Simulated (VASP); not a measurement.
A VASP calculation is set up with these files.

POSCAR:
```
TiSe2
1
    1.8054000000    -3.1270450000     0.0000000000
    1.8054000000     3.1270450000     0.0000000000
    0.0000000000     0.0000000000     6.1302000000
Ti Se
1 2
Direct
  0.0000000000   0.0000000000   0.0000000000
  0.3333330000   0.6666670000   0.2550000000
  0.6666670000   0.3333330000   0.7450000000
```

### INCAR
```
# general
SYSTEM =TiSe2
PREC   =Accurate
ENCUT  =400
LREAL  =.FALSE.   # projection in real space or not
LASPH  =.TRUE.   # aspherical one-centre terms

# electronic loop
EDIFF  =1E-6
NELM   =100
ALGO   =Normal   # blocked Davidson
IMIX   =1
AMIX   =0.6
BMIX   =0.0001
LMAXMIX=4

# smearing
ISMEAR =1   # Methfessel-Paxton
SIGMA  =0.1   # width (eV)

# functional
GGA    =PE

# ions
ISIF   =2   # forces and stress, cell fixed

# output
LWAVE  =.FALSE.
LCHARG =.FALSE.
```

KPOINTS:
```
K-points
0
G
 9 9 5
0 0 0
```

POTCAR, in this order: Ti_sv Se (PBE.64 set). Program: vasp_std.

Task: Translate this PBE calculation to Quantum ESPRESSO's pw.x.

Result: One equivalent input (not run):
```
&CONTROL
  calculation = 'scf'
  pseudo_dir = './pseudo'
  outdir = './out'
  tprnfor = .true.
  tstress = .true.
/
&SYSTEM
  ibrav = 0
  nat = 3
  ntyp = 2
  ecutwfc = 86
  occupations = 'smearing'
  smearing = 'methfessel-paxton'
  degauss = 0.00735
  input_dft = 'pbe'
/
&ELECTRONS
  conv_thr = 7.3e-08
  electron_maxstep = 100
/
ATOMIC_SPECIES
  Ti 47.867 Ti.upf
  Se 78.971 Se.upf
CELL_PARAMETERS angstrom
     1.8054000   -3.1270450    0.0000000
     1.8054000    3.1270450    0.0000000
     0.0000000    0.0000000    6.1302000
ATOMIC_POSITIONS crystal
  Ti   0.0000000  0.0000000  0.0000000
  Se   0.3333330  0.6666670  0.2550000
  Se   0.6666670  0.3333330  0.7450000
K_POINTS automatic
  9 9 5 0 0 0
```
Limits of the translation: the potentials are each code's own (VASP's PAW set, PseudoDojo norm-conserving files in pw.x), so ENCUT and ecutwfc are chosen apart and not converted; conv_thr bounds pw.x's estimated SCF error, while EDIFF bounds the energy change between steps.

The compound is TiSe2 in the 1T layered structure. The cell was not relaxed at this level. The run is one of a series of settings (AMIX = 0.6, BMIX = 0.0001, IMIX = 1 against the base run), some of them coarse on purpose.
